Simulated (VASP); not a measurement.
All values below come from PBE GGA, VASP's PBE PAW potentials (set 64) (plane waves; VASP).

A VASP calculation is set up with these files.

### KPOINTS
```
Automatic mesh
0
Gamma
1 1 1
0 0 0
```

### POSCAR
```
Ga32Sb31
1
   12.4495035576    -0.0000000000    -0.0000000000
   -0.0000000000    12.4495035576     0.0000000000
    0.0000000000     0.0000000000    12.4495035576
Ga Sb
32 31
Direct
  0.5000000000   0.0000000000   0.0000000000
  0.7500000000   0.2500000000   0.0000000000
  0.7500000000   0.0000000000   0.2500000000
  0.0000000000   0.0000000000   0.0000000000
  0.2500000000   0.2500000000   0.0000000000
  0.5000000000   0.5000000000   0.0000000000
  0.7500000000   0.7500000000   0.0000000000
  0.2500000000   0.0000000000   0.2500000000
  0.4980090000   0.2464700000   0.2535020000
  0.7503820000   0.5038300000   0.2532570000
  0.5000000000   0.0000000000   0.5000000000
  0.7536540000   0.2539560000   0.4983730000
  0.7500000000   0.0000000000   0.7500000000
  0.0000000000   0.5000000000   0.0000000000
  0.2500000000   0.7500000000   0.0000000000
  0.0000000000   0.2500000000   0.2500000000
  0.2500000000   0.5000000000   0.2500000000
  0.5000000000   0.7500000000   0.2500000000
  0.0000000000   0.0000000000   0.5000000000
  0.2500000000   0.2500000000   0.5000000000
  0.5009950000   0.5038390000   0.5013570000
  0.7500000000   0.7500000000   0.5000000000
  0.2500000000   0.0000000000   0.7500000000
  0.5000000000   0.2500000000   0.7500000000
  0.7500000000   0.5000000000   0.7500000000
  0.0000000000   0.7500000000   0.2500000000
  0.0000000000   0.5000000000   0.5000000000
  0.2500000000   0.7500000000   0.5000000000
  0.0000000000   0.2500000000   0.7500000000
  0.2500000000   0.5000000000   0.7500000000
  0.5000000000   0.7500000000   0.7500000000
  0.0000000000   0.7500000000   0.7500000000
  0.6250000000   0.1250000000   0.1250000000
  0.8750000000   0.3750000000   0.1250000000
  0.8750000000   0.1250000000   0.3750000000
  0.1250000000   0.1250000000   0.1250000000
  0.3750000000   0.3750000000   0.1250000000
  0.6250000000   0.6250000000   0.1250000000
  0.8750000000   0.8750000000   0.1250000000
  0.3750000000   0.1250000000   0.3750000000
  0.8750000000   0.6250000000   0.3750000000
  0.6250000000   0.1250000000   0.6250000000
  0.8750000000   0.3750000000   0.6250000000
  0.8750000000   0.1250000000   0.8750000000
  0.1250000000   0.6250000000   0.1250000000
  0.3750000000   0.8750000000   0.1250000000
  0.1250000000   0.3750000000   0.3750000000
  0.3750000000   0.6250000000   0.3750000000
  0.6250000000   0.8750000000   0.3750000000
  0.1250000000   0.1250000000   0.6250000000
  0.3750000000   0.3750000000   0.6250000000
  0.6250000000   0.6250000000   0.6250000000
  0.8750000000   0.8750000000   0.6250000000
  0.3750000000   0.1250000000   0.8750000000
  0.6250000000   0.3750000000   0.8750000000
  0.8750000000   0.6250000000   0.8750000000
  0.1250000000   0.8750000000   0.3750000000
  0.1250000000   0.6250000000   0.6250000000
  0.3750000000   0.8750000000   0.6250000000
  0.1250000000   0.3750000000   0.8750000000
  0.3750000000   0.6250000000   0.8750000000
  0.6250000000   0.8750000000   0.8750000000
  0.1250000000   0.8750000000   0.8750000000
```

### INCAR
```
ISIF = 2
ENCUT = 400
NELMIN = 4
EDIFF = 1E-5   ! SCF stop (eV)
SYSTEM = Ga32Sb31
IBRION = 2   ! conjugate gradients
ISYM = 0
GGA = PE   ! PBE
NELM = 100   ! most electronic steps
EDIFFG = -0.03
LCHARG = .False.
ISMEAR = 0
LWAVE = .False.
NELECT = 250.0
LREAL = Auto   ! projection in real space or not
LMAXMIX = 4
ALGO = Fast
NSW = 60   ! most ionic steps
LASPH = .True.
SIGMA = 0.05
PREC = Normal
```

POTCAR, in this order: Ga Sb (PBE.64 set). Program: vasp_gam.

The cell is charged, with a uniform compensating background. The supercell is sampled at Γ alone, which is coarse: total energies, pressure and levels can be off, energies of defects by several tenths of an eV.

Task: Estimate the energy per atom (σ→0).

Result: 
The energy per atom (σ→0) is -3.612 eV/atom.

**OSZICAR**
```
...
RMM:   4    -0.227565031584E+03   -0.18315E-07   -0.18354E-07    59   0.154E-03
   7 F= -.22756503E+03 E0= -.22755924E+03  d E =-.631672E-02
       N       E                     dE             d eps       ncg     rms          rms(c)
DAV:   1    -0.227566017354E+03   -0.98579E-03   -0.22057E-02   314   0.287E-01    0.576E-02
RMM:   2    -0.227566123011E+03   -0.10566E-03   -0.13819E-03   314   0.643E-02    0.179E-02
RMM:   3    -0.227566142068E+03   -0.19057E-04   -0.21614E-04   321   0.268E-02    0.858E-03
RMM:   4    -0.227566144955E+03   -0.28872E-05   -0.39083E-05   222   0.114E-02
   8 F= -.22756614E+03 E0= -.22756018E+03  d E =-.111337E-02
```

The cell is a supercell with a defect, built from GaSb (zinc blende): vac_Sb, charge +1. The run is not spin-polarised, so no state with unpaired spins was tried.
